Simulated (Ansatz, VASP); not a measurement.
# InTe2 in two plane-wave programs

One calculation is typed for both programs; each brings its own data sets. How far apart do they land? The cell is generated by rule, not measured, and may not be a known phase. The cell is taken from a series of runs on this material, whose earlier steps may have relaxed, scaled, displaced or heated it; both programs get it as it stands.

Main program and level: Ansatz 0.2.0; plane waves, with VASP 6.6.1 beside it; zone-centre phonons at PBEsol.

The structure was built from a prototype and need not be the compound's stable phase.

### Step 1. The starting structure

It takes space group Fm-3m (No. 225, cubic). Conventional cell: a = 7.147 Å, b = 7.147 Å, c = 7.147 Å, α = 90.00°, β = 90.00°, γ = 90.00°. Nearest to In lie 8 Te at 3.09 Å. Nearest to Te lie 4 In at 3.09 Å. Farther neighbours and most contacts between anions are not listed.

### Step 2. VASP: zone-centre phonons, PBEsol

Second derivatives magnify differences that forces hide, and they need a tight electronic threshold.

Lines of VASP's logs that name or quote its potential files are left out, and so is its time.

Input file INCAR:

```
SYSTEM = InTe2
PREC = Accurate
ENCUT = 500
EDIFF = 1E-08
NELM = 120
ISMEAR = 1
SIGMA = 0.15
LREAL = .FALSE.
ALGO = Normal
GGA = PS
NBANDS = 18
LORBIT = 11
LWAVE = .FALSE.
LCHARG = .FALSE.
ISIF = 2
IBRION = 8
LASPH = .TRUE.
GGA_COMPAT = .FALSE.
KPAR = 2
```

Input file POSCAR:

```
InTe2
1.0
    0.0000000000      3.5736506240      3.5736506240
    3.5736506240      0.0000000000      3.5736506240
    3.5736506240      3.5736506240      0.0000000000
In Te
1 2
Direct
    0.0000000000      0.0000000000      0.0000000000
    0.7500000000      0.7500000000      0.7500000000
    0.2500000000      0.2500000000      0.2500000000
```

Input file KPOINTS:

```
Automatic mesh
0
Gamma
10 10 10
0 0 0
```

The projector-augmented-wave data sets are In_d and Te (PBE family, release 64).

On the command line:

```sh
$ mpirun -np 2 vasp_std
```

Numbers of over 12 decimals in the logs are rounded to 6 here.

The log of the run:

```text
[banner, memory and clock lines left out]
running    2 mpi-ranks, on    1 nodes
 distrk:  each k-point on    1 cores,    2 groups
 distr:  one band on    1 cores,    1 groups

 POSCAR found type information on POSCAR InTe
 POSCAR found :  2 types and       3 ions
|                                                                             |
|               ----> ADVICE to this user running VASP <----                  |
|                                                                             |
|     You enforced a specific xc type in the INCAR file but a different       |
|     [... a line on the potential file left out ...]
|     I HOPE YOU KNOW WHAT YOU ARE DOING!                                     |
|                                                                             |

 LDA part: xc-table for (Slater+PW92), standard interpolation
 POSCAR, INCAR and KPOINTS ok, starting setup
 FFT: planning ... GRIDC
 FFT: planning ... GRID_SOFT
 FFT: planning ... GRID
 WAVECAR not read
 entering main loop
       N       E                     dE             d eps       ncg     rms          rms(c)
DAV:   1     0.166038080546E+03    0.16604E+03   -0.10291E+04  1692   0.128E+03
DAV:   2     0.551417317023E+01   -0.16052E+03   -0.15698E+03  1774   0.301E+02
DAV:   3    -0.904423533141E+01   -0.14558E+02   -0.14241E+02  2230   0.930E+01
DAV:   4    -0.958790873092E+01   -0.54367E+00   -0.53950E+00  2156   0.174E+01
DAV:   5    -0.960453599870E+01   -0.16627E-01   -0.16622E-01  2346   0.304E+00    0.895E+00
DAV:   6    -0.954424048023E+01    0.60296E-01   -0.13582E-01  2022   0.661E+00    0.547E+00
DAV:   7    -0.953569627677E+01    0.85442E-02   -0.44628E-02  2262   0.276E+00    0.509E-01
DAV:   8    -0.953454772587E+01    0.11486E-02   -0.82431E-03  1988   0.137E+00    0.151E-01
DAV:   9    -0.953469320409E+01   -0.14548E-03   -0.51982E-04  1838   0.181E-01    0.695E-02
DAV:  10    -0.953469059289E+01    0.26112E-05   -0.21620E-05  2346   0.341E-02    0.306E-02
DAV:  11    -0.953469413987E+01   -0.35470E-05   -0.12207E-05  1770   0.271E-02    0.332E-02
DAV:  12    -0.953469318614E+01    0.95373E-06   -0.77943E-07  1968   0.949E-03    0.108E-02
DAV:  13    -0.953469340445E+01   -0.21831E-06   -0.36029E-07  1774   0.471E-03    0.153E-03
DAV:  14    -0.953469346877E+01   -0.64326E-07   -0.34722E-08  1738   0.117E-03    0.907E-04
DAV:  15    -0.953469348583E+01   -0.17053E-07   -0.73079E-09  1286   0.100E-03    0.347E-04
DAV:  16    -0.953469348708E+01   -0.12496E-08   -0.11178E-09   942   0.425E-04
   1 F= -.95346935E+01 E0= -.95348075E+01  d E =0.342158E-03
 Linear response reoptimize wavefunctions to high precision
DAV:   1    -0.953469348780E+01   -0.71941E-09   -0.34190E-10  1006   0.194E-04
DAV:   2    -0.953469348780E+01   -0.27285E-11   -0.11733E-10   920   0.125E-04
 Linear response DOF=           2
 Linear response progress:
  Degree of freedom:   1/  2
       N       E                     dE             d eps       ncg     rms          rms(c)
RMM:   1    -0.236525903178E+00   -0.23653E+00   -0.11294E-01  5132   0.452E+00
RMM:   2    -0.238899144494E+00   -0.23732E-02   -0.90982E-03  5863   0.761E-01    0.819E-02
RMM:   3    -0.238746176567E+00    0.15297E-03   -0.85910E-04  6449   0.229E-01    0.415E-02
RMM:   4    -0.238587188029E+00    0.15899E-03   -0.79901E-05  6767   0.754E-02    0.207E-02
RMM:   5    -0.238496882763E+00    0.90305E-04   -0.13444E-05  6784   0.282E-02    0.516E-03
RMM:   6    -0.238503515018E+00   -0.66323E-05   -0.25240E-06  7025   0.109E-02    0.189E-03
RMM:   7    -0.238515807995E+00   -0.12293E-04   -0.60320E-07  7013   0.462E-03    0.319E-04
RMM:   8    -0.238515521993E+00    0.28600E-06   -0.20938E-07  7099   0.188E-03    0.144E-04
RMM:   9    -0.238515257416E+00    0.26458E-06    0.12812E-07  7230   0.825E-04    0.982E-05
RMM:  10    -0.238515308445E+00   -0.51028E-07   -0.10059E-07  6943   0.402E-04    0.356E-05
RMM:  11    -0.238515053853E+00    0.25459E-06    0.16763E-08  7273   0.230E-04    0.353E-05
RMM:  12    -0.238515054125E+00   -0.27146E-09   -0.12023E-08  7391   0.140E-04    0.217E-05
 first order change of Fermi-energy   0.10016E-02
 force on displaced ion       1 direction 1 :  -2.549   0.000   0.000
 Linear response progress:
  Degree of freedom:   2/  2
       N       E                     dE             d eps       ncg     rms          rms(c)
RMM:   1    -0.498789825297E-01   -0.49879E-01    0.54438E-02 13208   0.108E+00
RMM:   2    -0.489119739768E-01    0.96701E-03   -0.12562E-03 10277   0.373E-01    0.632E-02
RMM:   3    -0.492168773021E-01   -0.30490E-03   -0.82489E-04 11676   0.159E-01    0.393E-02
RMM:   4    -0.493000742783E-01   -0.83197E-04   -0.72921E-05 11400   0.542E-02    0.208E-02
RMM:   5    -0.493169101939E-01   -0.16836E-04   -0.10338E-05 11820   0.201E-02    0.691E-03
RMM:   6    -0.493079872143E-01    0.89230E-05   -0.14122E-06 11458   0.651E-03    0.191E-03
RMM:   7    -0.493047223431E-01    0.32649E-05   -0.89225E-08 12051   0.219E-03    0.911E-04
RMM:   8    -0.493044910561E-01    0.23129E-06   -0.58720E-08 11839   0.678E-04    0.295E-04
RMM:   9    -0.493050982655E-01   -0.60721E-06    0.22821E-07 11601   0.286E-04    0.106E-04
RMM:  10    -0.493050642034E-01    0.34062E-07    0.27401E-07 12414   0.130E-04    0.459E-05
RMM:  11    -0.493050867068E-01   -0.22503E-07    0.87664E-08 12860   0.678E-05    0.141E-05
RMM:  12    -0.493050833034E-01    0.34035E-08    0.73714E-08 12485   0.394E-05    0.551E-06
 first order change of Fermi-energy   0.36679E-05
 force on displaced ion       2 direction 1 :  -0.798  -0.000  -0.000
 Linear response finished
```

OUTCAR, selected parts (step 2):

```text
ion  position               nearest neighbor table
   1  0.000  0.000  0.000-   2 3.09   3 3.09   2 3.09   2 3.09   2 3.09   3 3.09   3 3.09   3 3.09

  LATTYP: Found a face centered cubic cell.
 ALAT       =     7.1473012480

 Subroutine GETGRP returns: Found 48 space group operations
 (whereof 48 operations were pure point group operations)

The static configuration has the point symmetry O_h .

 Found     47 irreducible k-points:

   k-points           NKPTS =     47   k-points in BZ     NKDIM =     47   number of bands    NBANDS=     18

   dimension x,y,z NGX =    40 NGY =   40 NGZ =   40
   dimension x,y,z NGXF=    80 NGYF=   80 NGZF=   80

   ENCUT  =  500.0 eV  36.75 Ry    6.06 a.u.   9.21  9.21  9.21*2*pi/ulx,y,z

   NELECT =      25.0000    total number of electrons

 k-points in reciprocal lattice and weights: Automatic mesh
   0.00000000  0.00000000  0.00000000       0.001
   0.10000000  0.00000000  0.00000000       0.008
   0.20000000  0.00000000  0.00000000       0.008
   0.30000000  0.00000000  0.00000000       0.008
   0.40000000  0.00000000  0.00000000       0.008
   0.50000000  0.00000000  0.00000000       0.004
   0.10000000  0.10000000  0.00000000       0.006
   0.20000000  0.10000000  0.00000000       0.024
   0.30000000  0.10000000  0.00000000       0.024
[...]
-0.30000000  0.40000000  0.20000000       0.024
  -0.30000000  0.50000000  0.20000000       0.012

 average (electrostatic) potential at core
       1 -94.6335       2 -87.9600       3 -87.9600

  Total        0.8711292      0.8711292      0.8711292      0.0000000      0.0000000     -0.0000000
  in kB       15.2906825     15.2906825     15.2906825      0.0000000      0.0000000     -0.0000000
  external PRESSURE =      15.2906825 kB  Pullay stress =       0.0000000 kB

  energy-cutoff  :      500.00
  volume of cell :       91.28
      direct lattice vectors                 reciprocal lattice vectors
     0.000000000  3.573650624  3.573650624    -0.139912950  0.139912950  0.139912950
     3.573650624  0.000000000  3.573650624     0.139912950 -0.139912950  0.139912950
     3.573650624  3.573650624  0.000000000     0.139912950  0.139912950 -0.139912950

 POSITION                                       TOTAL-FORCE (eV/Angst)
 -----------------------------------------------------------------------------------
      0.00000      0.00000      0.00000        -0.000000      0.000000     -0.000000
      5.36048      5.36048      5.36048        -0.000000     -0.000000      0.000000
      1.78683      1.78683      1.78683         0.000000      0.000000      0.000000
 -----------------------------------------------------------------------------------
    total drift:                               -0.000000      0.000000      0.000000

 Eigenvectors and eigenvalues of the dynamical matrix
 ----------------------------------------------------

   1 f  =    2.797222 THz    17.575462 2PiTHz   93.305271 cm-1    11.568374 meV
             X         Y         Z           dx          dy          dz
      0.000000  0.000000  0.000000    -0.001384   -0.832682    0.000000
      5.360476  5.360476  5.360476     0.000651    0.391560   -0.000000
      1.786825  1.786825  1.786825     0.000651    0.391560   -0.000000

   2 f  =    2.797222 THz    17.575462 2PiTHz   93.305271 cm-1    11.568374 meV
             X         Y         Z           dx          dy          dz
      0.000000  0.000000  0.000000     0.000000    0.000000    0.832683
      5.360476  5.360476  5.360476    -0.000000   -0.000000   -0.391561
      1.786825  1.786825  1.786825    -0.000000   -0.000000   -0.391561

   3 f  =    2.797222 THz    17.575462 2PiTHz   93.305271 cm-1    11.568374 meV
             X         Y         Z           dx          dy          dz
      0.000000  0.000000  0.000000     0.832682   -0.001384   -0.000000
      5.360476  5.360476  5.360476    -0.391560    0.000651   -0.000000
      1.786825  1.786825  1.786825    -0.391560    0.000651   -0.000000

   4 f  =    0.810442 THz     5.092159 2PiTHz   27.033447 cm-1     3.351719 meV
             X         Y         Z           dx          dy          dz
      0.000000  0.000000  0.000000    -0.000000    0.000000    0.000000
      5.360476  5.360476  5.360476     0.001772   -0.063357    0.704260
      1.786825  1.786825  1.786825    -0.001772    0.063357   -0.704260

   5 f  =    0.810442 THz     5.092159 2PiTHz   27.033447 cm-1     3.351719 meV
             X         Y         Z           dx          dy          dz
      0.000000  0.000000  0.000000     0.000000   -0.000000   -0.000000
      5.360476  5.360476  5.360476    -0.698798    0.107476    0.011427
      1.786825  1.786825  1.786825     0.698798   -0.107476   -0.011427

   6 f  =    0.810442 THz     5.092159 2PiTHz   27.033447 cm-1     3.351719 meV
             X         Y         Z           dx          dy          dz
      0.000000  0.000000  0.000000    -0.000000   -0.000000   -0.000000
      5.360476  5.360476  5.360476    -0.108067   -0.696014   -0.062343
      1.786825  1.786825  1.786825     0.108067    0.696014    0.062343

   7 f/i=    0.011107 THz     0.069790 2PiTHz    0.370502 cm-1     0.045936 meV
             X         Y         Z           dx          dy          dz
      0.000000  0.000000  0.000000    -0.550836    0.056627    0.003635
      5.360476  5.360476  5.360476    -0.585696    0.060211    0.003865
      1.786825  1.786825  1.786825    -0.585696    0.060211    0.003865

   8 f/i=    0.011107 THz     0.069790 2PiTHz    0.370502 cm-1     0.045936 meV
             X         Y         Z           dx          dy          dz
      0.000000  0.000000  0.000000    -0.056145   -0.538761   -0.114993
      5.360476  5.360476  5.360476    -0.059698   -0.572858   -0.122271
      1.786825  1.786825  1.786825    -0.059698   -0.572858   -0.122271

   9 f/i=    0.011107 THz     0.069790 2PiTHz    0.370502 cm-1     0.045936 meV
             X         Y         Z           dx          dy          dz
      0.000000  0.000000  0.000000    -0.008223   -0.114757    0.541667
      5.360476  5.360476  5.360476    -0.008743   -0.122019    0.575947
      1.786825  1.786825  1.786825    -0.008743   -0.122019    0.575947

 ELASTIC MODULI CONTR FROM IONIC RELAXATION (kBar)
 Direction    XX          YY          ZZ          XY          YZ          ZX
 --------------------------------------------------------------------------------
 XX          -0.0000      0.0000     -0.0000      0.0000      0.0000     -0.0000
 YY           0.0000     -0.0000      0.0000     -0.0000     -0.0000      0.0000
 ZZ          -0.0000      0.0000     -0.0000      0.0000      0.0000     -0.0000
 XY           0.0000     -0.0000      0.0000   -155.8006     -0.0000      0.0000
 YZ           0.0000     -0.0000      0.0000     -0.0000   -155.8006      0.0000
 ZX          -0.0000      0.0000     -0.0000      0.0000      0.0000   -155.8006
 --------------------------------------------------------------------------------
```

This run has no spin polarisation. Its electron count is odd, so without a moment it is a metal by construction.

(Continued in part 2 of 2.)

[Lines on the potential files, build, host, timing and source positions are cut from VASP's logs without a mark.]

[Logs are printed without paths, hosts, clocks, repeated set-up lines and the standing remarks that a program may print on its own settings, such as how far it seeks lower states.]

[Hosts, paths, dates, database ids (printed as entryN), source tags and the programs' standing remarks are cut or masked in the printed files.]
